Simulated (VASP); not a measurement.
Energy against volume of CuZn (CsCl type). Computed with RPBE GGA, VASP's PBE PAW potentials (set 64) (plane waves; VASP 6.6.1). Numerical set-up: 520 eV cut-off, 12×12×12 Γ-centred mesh, first-order Methfessel-Paxton smearing of 0.10 eV, potentials Zn Cu.

```csv
V (Å³/atom),E (eV/atom)
12.759,-2.06289
13.166,-2.07681
13.573,-2.08148
13.981,-2.07846
```

Q: Fit these four points and predict the energy of the run at 14.388 Å³/atom.

A: A cubic in V^(−2/3), the third-order Birch-Murnaghan form, passes through the four points with V0 = 13.60 Å³/atom and B0 = 99 GPa, and gives -2.0691 eV/atom there. The run gave -2.0691 eV/atom, +0.0 meV/atom from the fit; all five points give B0 = 99 GPa.

The compound is CuZn in the CsCl type structure. It was relaxed first, which changed the volume by +6 %.
